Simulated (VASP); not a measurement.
**Cu: a series in biaxial strain in the (111) plane**

How do stress and energy of Cu follow biaxial strain in the (111) plane?

Method: PBEsol; plane waves and PAW (Cu), in the first sound run; inputs show where later runs differ, in VASP 6.6.1.

## 1. The starting structure

The structure is cubic, space group Fm-3m (No. 225). The conventional cell has a = 3.610 Å, b = 3.610 Å, c = 3.610 Å, α = 90.00°, β = 90.00°, γ = 90.00°. Cu has 12 Cu at 2.55 Å nearest.

Coordinates:

```
Cu
1.0
     0.00000    1.80500    1.80500
     1.80500    0.00000    1.80500
     1.80500    1.80500    0.00000
Cu
1
Cartesian
  0.0000 0.0000 0.0000
```

## 2. Relax the crystal, PBEsol

The series starts from the cell that this level prefers, so that zero strain is near zero stress.

This step took 2 runs in a row; the last is shown.

Level: PBEsol; plane waves and PAW (Cu).

INCAR reads:

```
SYSTEM = Cu
PREC = Accurate
ENCUT = 450
EDIFF = 1E-07
NELM = 120
ISMEAR = 1
SIGMA = 0.15
LREAL = .FALSE.
ALGO = Normal
GGA = PS
NBANDS = 11
LASPH = .TRUE.
LORBIT = 11
LWAVE = .FALSE.
LCHARG = .FALSE.
KPAR = 8
IBRION = 2
NSW = 40
ISIF = 3
EDIFFG = -0.005
POTIM = 0.4
```

POSCAR reads:

```
Cu
1.0
    0.0000000000      1.7821378959      1.7821378959
    1.7821378959      0.0000000000      1.7821378959
    1.7821378959      1.7821378959      0.0000000000
Cu
1
Direct
    0.0000000000      0.0000000000      0.0000000000
```

KPOINTS reads:

```
Automatic mesh
0
Gamma
28 28 28
0 0 0
```

The projector-augmented-wave data sets are Cu (PBE family, release 64).

Run with:

```
$ mpirun -np 8 vasp_std
```

Output:

```text
[banner, memory and clock lines left out]
running    8 mpi-ranks, on    1 nodes
[...]
|                                                                             |
|           W    W    AA    RRRRR   N    N  II  N    N   GGGG   !!!           |
|           W    W   A  A   R    R  NN   N  II  NN   N  G    G  !!!           |
|           W    W  A    A  R    R  N N  N  II  N N  N  G       !!!           |
|           W WW W  AAAAAA  RRRRR   N  N N  II  N  N N  G  GGG   !            |
|           WW  WW  A    A  R   R   N   NN  II  N   NN  G    G                |
|           W    W  A    A  R    R  N    N  II  N    N   GGGG   !!!           |
|                                                                             |
|     For optimal performance we recommend to set                             |
|       NCORE = 2 up to number-of-cores-per-socket                            |
|     NCORE specifies how many cores store one orbital (NPAR=cpu/NCORE).      |
|     This setting can greatly improve the performance of VASP for DFT.       |
[...]
DAV:   4    -0.540699069753E+01   -0.56371E-02   -0.56364E-02 15199   0.242E+00
[...]
DAV:  10    -0.430815139543E+01   -0.80944E-05   -0.31757E-05 18991   0.934E-02    0.587E-03
DAV:  11    -0.430815249914E+01   -0.11037E-05   -0.52874E-07 15954   0.127E-02    0.335E-04
DAV:  12    -0.430815250545E+01   -0.63142E-08   -0.94932E-09  8323   0.172E-03
   1 F= -.43081525E+01 E0= -.43082761E+01  d E =-.430815E+01
[...]
N       E                     dE             d eps       ncg     rms          rms(c)
DAV:   1    -0.430832403880E+01   -0.17154E-03   -0.28853E-03 16134   0.121E+00    0.107E-01
DAV:   2    -0.430821062881E+01    0.11341E-03   -0.22818E-03 15837   0.935E-01    0.418E-02
DAV:   3    -0.430815981762E+01    0.50811E-04   -0.34739E-04 15830   0.376E-01    0.150E-02
DAV:   4    -0.430815522666E+01    0.45910E-05   -0.55300E-06 16698   0.245E-02    0.524E-04
DAV:   5    -0.430815518311E+01    0.43551E-07   -0.32640E-08  9666   0.187E-03
   2 F= -.43081552E+01 E0= -.43082790E+01  d E =-.267766E-05
 trial-energy change:   -0.000003  1 .order   -0.000002   -0.000006    0.000002
 step:   0.8296(harm=  0.7831)  dis= 0.00000  next Energy=    -4.308155 (dE=-0.282E-05)
 reached required accuracy - stopping structural energy minimisation
```

Elapsed: 27 s, on 8 MPI ranks of AMD EPYC 7R43, shared host; peak memory 1.1 GiB; 3.4 min of CPU time.

The logs omit lines about the potential files and the build; timing stands in the text.

Parts of OUTCAR (step 2):

```text
  Total        0.0020279      0.0020279      0.0020279     -0.0000000      0.0000000     -0.0000000
  in kB        0.2872544      0.2872544      0.2872544     -0.0000000      0.0000000     -0.0000000
  external PRESSURE =       0.2872544 kB  Pullay stress =       0.0000000 kB

 POSITION                                       TOTAL-FORCE (eV/Angst)
 -----------------------------------------------------------------------------------
      0.00000      0.00000     -0.00000         0.000000      0.000000      0.000000
 -----------------------------------------------------------------------------------
    total drift:                                0.000000     -0.000000      0.000000

  FREE ENERGIE OF THE ION-ELECTRON SYSTEM (eV)
  ---------------------------------------------------
  free  energy   TOTEN  =        -4.3081551831 eV

  energy  without entropy=       -4.3085265713  energy(sigma->0) =       -4.30827898

 reached required accuracy - stopping structural energy minimisation

[... 3 further parts left out ...]
[key lines of the parts left out:]
E-fermi :   7.9510
```

This run gave:

- energy(sigma→0) of the program: -4.3083 eV
- stress, compression positive: 0.03 along [111], 0.03 across it (mean), GPa
- volume: 11.311 Å³
- ionic steps: 2

## 3. Strain along the normal, PBEsol

One member in full: the plane is strained by 2 %, and the strain along the normal is moved by secant steps until the normal stress is under 0.012 GPa or five steps are spent; the atoms relax at each step.

This step took 3 runs, each at a new trial strain with the atoms of the one before; the last is shown.

Level: PBEsol; plane waves and PAW (Cu).

INCAR, as its differences from that of step 2:

```diff
@@ -15,7 +15,7 @@
 LCHARG = .FALSE.
-KPAR = 8
-IBRION = 2
-NSW = 40
-ISIF = 3
-EDIFFG = -0.005
-POTIM = 0.4
+KPAR = 2
+IBRION = 1
+NSW = 25
+ISIF = 2
+EDIFFG = -0.004
+POTIM = 0.3
```

POSCAR reads:

```
Cu
1.0
   -0.0395899880      1.7776770610      1.7776770610
    1.7776770610     -0.0395899880      1.7776770610
    1.7776770610      1.7776770610     -0.0395899880
Cu
1
Direct
    0.0000000000      0.0000000000      0.0000000000
```

KPOINTS is that of step 2.

Run with:

```
$ mpirun -np 2 vasp_std
```

Output:

```text
[banner, memory and clock lines left out]
running    2 mpi-ranks, on    1 nodes
[...]
[... a notice as in an earlier step ...]

 LDA part: xc-table for (Slater+PW92), standard interpolation
 POSCAR, INCAR and KPOINTS ok, starting setup
[...]
entering main loop
       N       E                     dE             d eps       ncg     rms          rms(c)
DAV:   1     0.372296082261E+02    0.37230E+02   -0.50540E+03 49234   0.151E+03
DAV:   2    -0.446250274413E+01   -0.41692E+02   -0.38741E+02 45858   0.191E+02
DAV:   3    -0.538432186695E+01   -0.92182E+00   -0.91679E+00 51126   0.358E+01
DAV:   4    -0.539003560062E+01   -0.57137E-02   -0.57131E-02 50009   0.245E+00
[...]
DAV:  10    -0.430093061582E+01   -0.62494E-05   -0.36790E-05 64504   0.103E-01    0.632E-03
DAV:  11    -0.430093167392E+01   -0.10581E-05   -0.60026E-07 52892   0.148E-02    0.358E-04
DAV:  12    -0.430093165981E+01    0.14105E-07   -0.83710E-09 27650   0.164E-03
   1 F= -.43009317E+01 E0= -.43010218E+01  d E =-.430093E+01
 BRION: g(F)=  0.309E-60 g(S)=  0.000E+00
 reached required accuracy - stopping structural energy minimisation
```

Elapsed: 2.2 min, on 2 MPI ranks; peak memory 0.53 GiB.

OUTCAR, selected parts (step 3):

```text
  Total       -0.2830105     -0.2830105     -0.2830105      0.1414963      0.1414963      0.1414963
  in kB      -39.0531302    -39.0531302    -39.0531302     19.5253272     19.5253272     19.5253272
  external PRESSURE =     -39.0531302 kB  Pullay stress =       0.0000000 kB

 POSITION                                       TOTAL-FORCE (eV/Angst)
 -----------------------------------------------------------------------------------
      0.00000      0.00000      0.00000         0.000000     -0.000000      0.000000
 -----------------------------------------------------------------------------------
    total drift:                                0.000000     -0.000000      0.000000

  FREE ENERGIE OF THE ION-ELECTRON SYSTEM (eV)
  ---------------------------------------------------
  free  energy   TOTEN  =        -4.3009316598 eV

  energy  without entropy=       -4.3012020838  energy(sigma->0) =       -4.30102180

[... 1 part as in an earlier step ...]

[... 3 further parts left out ...]
[key lines of the parts left out:]
E-fermi :   7.6213
```

Read from the output:

| Property | Result |
| --- | --- |
| energy(sigma→0) of the program | -4.3010 eV |
| stress, compression positive | 0.00 along [111], -5.86 across it (mean), GPa |
| ionic steps | 1 |

## 4. The whole series

The other members went through these steps as far as the tables show, with the same cutoff and, step by step, the same mesh; 26 runs are not shown. The session took 2.3 core hours (wall time by ranks) on a shared machine.

| in-plane strain (%) | strain along the normal (%) | in-plane stress, tension positive (GPa) | energy above the unstrained row, extrapolated to no smearing (meV/atom) |
| --- | --- | --- | --- |
| -2.000 | 1.319 | -7.759 | 12.174 |
| -1.500 | 0.982 | -5.664 | 7.053 |
| -1.000 | 0.652 | -3.680 | 3.355 |
| -0.500 | 0.332 | -1.799 | 1.028 |
| 0 | 0.015 | -0.023 | 0.000 |
| 0.500 | -0.313 | 1.620 | 0.195 |
| 1.000 | -0.647 | 3.140 | 1.496 |
| 1.500 | -0.988 | ? | ? |
| 2.000 | -1.333 | 5.858 | 7.207 |

## 5. Stress from the known rows

Fitting a parabola to the 8 known rows (e: strain in %) gives stress = − 0.2301 e² + 3.407 e − 0.03289 in GPa; the residuals are 0.0067 GPa r.m.s.

For the withheld row, e = 1.5, the fit gives 4.559 GPa.

## 6. Prediction against calculation

The calculation gives 4.545 GPa, so the prediction is 0.014 GPa too high, more than twice the residual of the fit.

Slopes at zero strain, from cubics through all rows: strain ratio -0.646, stress over strain 341 GPa.

## 7. Outcome

```yaml
error_of_the_predicted_stress: 0.014 GPa
ratio_of_normal_to_in_plane_strain: -0.646
biaxial_modulus: 341 GPa
```

As a check, the curvature of the energy gives 344 GPa for the same modulus (energy per volume = M × strain²), 1 % from the slope of the stress. The energy also has a linear term worth 0.58 GPa that the stress column lacks, a mark of the finite basis or of the smearing. These are static values: temperature and zero-point motion are left out. In a metal the slopes also depend on mesh and smearing, which were held through the series.

[Lines on the potential files, build, host, timing and source positions are cut from VASP's logs without a mark.]

[Logs are printed without paths, hosts, clocks, repeated set-up lines and the standing remarks that a program may print on its own settings, such as how far it seeks lower states.]

[Hosts, paths, dates, database ids (printed as entryN), source tags and the programs' standing remarks are cut or masked in the printed files.]

[In band tables of VASP the shares of atoms and orbitals are scaled to a sum of 1 inside the atoms' spheres.]
